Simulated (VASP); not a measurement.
# KMg6Al (Amm2) in VASP: reference runs, part 2 of 2

VASP 6.6.1.

## Step 3: Single point, PBE (atoms moved at random, drawn with an rms of 0.05 Å)

Input file INCAR:

```
PREC = Accurate
ENCUT = 520
EDIFF = 1E-7
ISMEAR = -1
SIGMA = 0.05
LREAL = False
LASPH = True
NELM = 100
ALGO = Normal
ISIF = 2
LWAVE = False
LCHARG = True
GGA = PE
LELF = True
LVHAR = True
NBANDS = 22
```

Input file KPOINTS:

```
regular mesh
0
Gamma
  5 5 5
```

Input file POSCAR:

```
KMg6Al
1.0
    5.1911060000      0.0000000000      0.0000000000
    0.0000000000      3.3984470000      5.7625640000
    0.0000000000     -3.3984470000      5.7625640000
K Al Mg
1 1 6
Direct
    0.5019090000      0.3373840000      0.3428780000
    0.4966990000      0.8385690000      0.8388670000
    0.0106390000      0.1533770000      0.1514430000
    0.0011620000      0.6607230000      0.6726480000
    0.0021720000      0.6874390000      0.1511360000
    0.0106100000      0.1441570000      0.6940030000
    0.5131010000      0.8257770000      0.3332530000
    0.5029340000      0.3248060000      0.8432150000
```

Potentials or basis: VASP PAW PBE potentials, release 64 (K_sv, Al, Mg).

Command:

```sh
$ cat potpaw_PBE.64/K_sv/POTCAR potpaw_PBE.64/Al/POTCAR potpaw_PBE.64/Mg/POTCAR > POTCAR
$ mpirun -np 1 vasp_std > vasp.out
```

OUTCAR:

```text
PREC = Accurate
   ENCUT = 520
   EDIFF = 1E-7
   ISMEAR = -1
   LREAL = False
   LASPH = True
   NELM = 100
   ISIF = 2
   GGA = PE

 ion  position               nearest neighbor table
   1  0.502  0.337  0.343-   7 3.24   6 3.28   8 3.31   5 3.31   5 3.31   3 3.34   6 3.35   2 3.38
                             8 3.38   3 3.41   2 3.42   7 3.45
   2  0.497  0.839  0.839-   6 3.09   5 3.15   5 3.20   6 3.21   4 3.25   8 3.27   7 3.27   4 3.28
                             1 3.38   1 3.42   8 3.42   7 3.43
   3  0.011  0.153  0.151-   6 3.09   5 3.12   8 3.13   8 3.20   7 3.22   7 3.24   1 3.34   4 3.36
                             1 3.41   4 3.45   5 3.57   6 3.60
   4  0.001  0.661  0.673-   7 3.22   2 3.25   8 3.25   8 3.26   2 3.28   5 3.29   6 3.31   7 3.32
                             3 3.36   6 3.39   5 3.41   3 3.45
   5  0.002  0.687  0.151-   6 3.11   3 3.12   7 3.14   2 3.15   2 3.20   7 3.24   4 3.29   1 3.31
                             1 3.31   4 3.41   3 3.57
   6  0.011  0.144  0.694-   3 3.09   2 3.09   5 3.11   8 3.19   2 3.21   8 3.25   1 3.28   4 3.31
                             1 3.35   4 3.39   3 3.60
   7  0.513  0.826  0.333-   5 3.14   4 3.22   3 3.22   5 3.24   1 3.24   3 3.24   2 3.27   4 3.32
                             8 3.36   2 3.43   8 3.44   1 3.45
   8  0.503  0.325  0.843-   3 3.13   6 3.19   3 3.20   4 3.25   6 3.25   4 3.26   2 3.27   1 3.31
                             7 3.36   1 3.38   2 3.42   7 3.44

  LATTYP: Found a base centered orthorhombic cell.
 ALAT       =     6.7968940000
 B/A-ratio  =     1.6956462761
 C/A-ratio  =     0.7637467938

  Lattice vectors:

 A1 = (   0.0000000000,   3.3984470000,  -5.7625640000)
 A2 = (   0.0000000000,   3.3984470000,   5.7625640000)
 A3 = (   5.1911060000,   0.0000000000,   0.0000000000)

Analysis of symmetry for initial positions (statically):
=====================================================================
 Subroutine PRICEL returns:
 Original cell was already a primitive cell.

 Routine SETGRP: Setting up the symmetry group for a
 base centered orthorhombic supercell.

 Subroutine GETGRP returns: Found  1 space group operations
 (whereof  1 operations were pure point group operations)
 out of a pool of  8 trial point group operations.

The static configuration has the point symmetry C_1 .

Analysis of symmetry for dynamics (positions and initial velocities):
=====================================================================
 Subroutine PRICEL returns:
 Original cell was already a primitive cell.

 Routine SETGRP: Setting up the symmetry group for a
 base centered orthorhombic supercell.

 Subroutine GETGRP returns: Found  1 space group operations
 (whereof  1 operations were pure point group operations)
 out of a pool of  8 trial point group operations.

The dynamic configuration has the point symmetry C_1 .

 Subroutine INISYM returns: Found  1 space group operations
 (whereof  1 operations are pure point group operations),
 and found     1 'primitive' translations

----------------------------------------------------------------------------------------

                                     Primitive cell

  volume of cell :     203.3228

  direct lattice vectors                    reciprocal lattice vectors
     5.191106000  0.000000000  0.000000000     0.192637176  0.000000000  0.000000000
     0.000000000  3.398447000  5.762564000     0.000000000  0.147126026  0.086766932
[... 80 lines left out ...]
   number of dos      NEDOS =    301   number of ions     NIONS =      8
   total plane-waves  NPLWV = 100000
   dimension x,y,z NGX =    40 NGY =   50 NGZ =   50
   dimension x,y,z NGXF=    80 NGYF=  100 NGZF=  100
   ions per type =               1   1   6
   NGX,Y,Z   is equivalent  to a cutoff of  12.81, 12.42, 12.42 a.u.
   NGXF,Y,Z  is equivalent  to a cutoff of  25.62, 24.85, 24.85 a.u.
 SYSTEM =  unknown system
   PREC   = accura    normal or accurate (medium, high low for compatibility)
   ISTART =      0    job   : 0-new  1-cont  2-samecut
   ICHARG =      2    charge: 1-file 2-atom 10-const
   ISPIN  =      1    spin polarized calculation?
   LNONCOLLINEAR =      F non collinear calculations
   LSORBIT =      F    spin-orbit coupling
   LASPH  =      T    aspherical Exc in radial PAW
   ENCUT  =  520.0 eV  38.22 Ry    6.18 a.u.   9.65 12.44 12.44*2*pi/ulx,y,z
   NELM   =    100;   NELMIN=  2; NELMDL= -5     # of ELM steps
   EDIFF  = 0.1E-06   stopping-criterion for ELM
   LREAL  =      F    real-space projection
   EDIFFG = 0.1E-05   stopping-criterion for IOM
   NSW    =      0    number of steps for IOM
   IBRION =     -1    ionic relax: 0-MD 1-quasi-New 2-CG
   NFREE  =      0    steps in history (QN), initial steepest desc. (CG)
   ISIF   =      2    stress and relaxation
   ISYM   =      2    0-nonsym 1-usesym 2-fastsym
   POTIM  = 0.5000    time-step for ionic-motion
   TEBEG  =    0.0;   TEEND  =   0.0 temperature during run
   PSTRESS=    0.0 pullay stress
   NELECT =      24.0000    total number of electrons
   NUPDOWN=      -1.0000    fix difference up-down
   EMIN   =  10.00;   EMAX   =-10.00  energy-range for DOS
   EFERMI =   0.00;   METHOD = LEGACY
   ISMEAR =    -1;   SIGMA  =   0.05  broadening in eV -4-tet -1-fermi 0-gaus
   EFERMI_NEDOS =   21; number of points for ismear=-14 and -15
   IALGO  =     38    algorithm
   IMIX   =      4    mixing-type and parameters
     AMIX     =   0.40;   BMIX     =  1.00
     AMIX_MAG =   1.60;   BMIX_MAG =  1.00
  volume/ion in A,a.u.               =      25.42       171.51
  Fermi-wavevector in a.u.,A,eV,Ry     =   0.803063  1.517570  8.774546  0.644911
  Thomas-Fermi vector in A             =   1.910860
   LORBIT       =      0    0 simple, 1 ext, 2 COOP (PROOUT), +10 PAW based schemes
   GGA     = PE    functional components
   LHFCALC =     F    Hartree Fock is set to
   AEXX    =    0.0000 exact exchange contribution
   IVDW    =     0    specifies the selected vdW correction
   LEPSILON=     F    determine dielectric tensor
   LRPA    =     F    only Hartree local field effects (RPA)
 non-spin polarized calculation
  energy-cutoff  :      520.00
  volume of cell :      203.32
 maximum number of plane-waves:      5505
   NGX = 19   NGY = 25   NGZ = 25

 number of electron      24.0000001 magnetization

 Free energy of the ion-electron system (eV)
  ---------------------------------------------------
  ext. energy  EPLUGINS =         0.00000000
  ---------------------------------------------------
  free energy    TOTEN  =       -12.29519073 eV

  energy without entropy =      -12.25428980  energy(sigma->0) =      -12.27474027

 E-fermi :   2.4723     XC(G=0):  -8.3327

 val. band max:        2.4645788506   @ k =   0.0000   0.4000  -0.0000
 cond. band min:       2.4866135714   @ k =   0.2000  -0.4000  -0.4000
 fundamental gap:      0.0220347208
 Fermi energy:         2.4722760641

 k-point     1 :       0.0000    0.0000    0.0000
  band No.  band energies     occupation
      1     -28.2470      2.00000
      2     -11.8866      2.00000
      3     -11.8573      2.00000
      4     -11.8288      2.00000
      5      -4.2715      2.00000
      6      -0.9613      2.00000
[... 589 lines left out ...]
     21       5.9786      0.00000
     22       6.2457      0.00000

 [... further k-points ...]

------------------------ aborting loop because EDIFF is reached ----------------------------------------

  FORCE on cell =-STRESS in cart. coord.  units (eV):
  Direction    XX          YY          ZZ          XY          YZ          ZX
  --------------------------------------------------------------------------------------
  -------------------------------------------------------------------------------------
  Total        0.5994692     -0.0056540     -0.7938838      0.1456024     -0.0127301      0.0323918
  in kB        4.7237975     -0.0445536     -6.2557789      1.1473423     -0.1003128      0.2552460
  external PRESSURE =      -0.5255117 kB  Pullay stress =       0.0000000 kB

 VOLUME and BASIS-vectors are now :
 -----------------------------------------------------------------------------
  energy-cutoff  :      520.00
  volume of cell :      203.32
      direct lattice vectors                 reciprocal lattice vectors
     5.191106000  0.000000000  0.000000000     0.192637176  0.000000000  0.000000000
     0.000000000  3.398447000  5.762564000     0.000000000  0.147126026  0.086766932
     0.000000000 -3.398447000  5.762564000     0.000000000 -0.147126026  0.086766932

 POSITION                                       TOTAL-FORCE (eV/Angst)
 -----------------------------------------------------------------------------------
      2.60546     -0.01867      3.92005         0.097751     -0.044335     -0.246939
      2.57842     -0.00101      9.66633         0.063872     -0.064386      0.084329
      0.05523      0.00657      1.75654        -0.072412     -0.088530      0.092641
      0.00603     -0.04053      7.68364         0.043404      0.040283      0.038579
      0.01128      1.82260      4.83234         0.028397      0.089871     -0.121917
      0.05508     -1.86862      4.82995        -0.124619     -0.060671     -0.128441
      2.66356      1.67382      6.67898        -0.101824      0.176371      0.230678
      2.61078     -1.76179      6.73080         0.065430     -0.048603      0.051070
 -----------------------------------------------------------------------------------
    total drift:                                0.000030     -0.000094     -0.000178

  FREE ENERGIE OF THE ION-ELECTRON SYSTEM (eV)
  ---------------------------------------------------
  free  energy   TOTEN  =       -12.2951907307 eV

  energy  without entropy=      -12.2542898013  energy(sigma->0) =      -12.27474027
```

It took 4.9 min on 1 thread of Intel Xeon Platinum 8488C (Sapphire Rapids), shared host; peak memory 0.48 GiB.

What came out:

```yaml
Free_energy: -12.2952 eV
Pressure: -0.1 GPa
Largest_force: 0.308 eV/Å
Band_gap_on_the_k_mesh: none (metal or under the smearing width)
```

Forces on the atoms (eV/Å):
```
K    0.098 -0.044 -0.247
Al   0.064 -0.064  0.084
Mg  -0.072 -0.089  0.093
Mg   0.043  0.040  0.039
Mg   0.028  0.090 -0.122
Mg  -0.125 -0.061 -0.128
Mg  -0.102  0.176  0.231
Mg   0.065 -0.049  0.051
```

Levels at points of the mesh, in eV from the Fermi level:
```
           k point  band 8  band 9  band 10  band 11  band 12  band 13  band 14  band 15  band 16  band 17
(0.00, 0.00, 0.00)   -2.46   -1.74    -1.47    -1.37    -1.33    -0.31     1.66     2.09     2.46     2.53
```
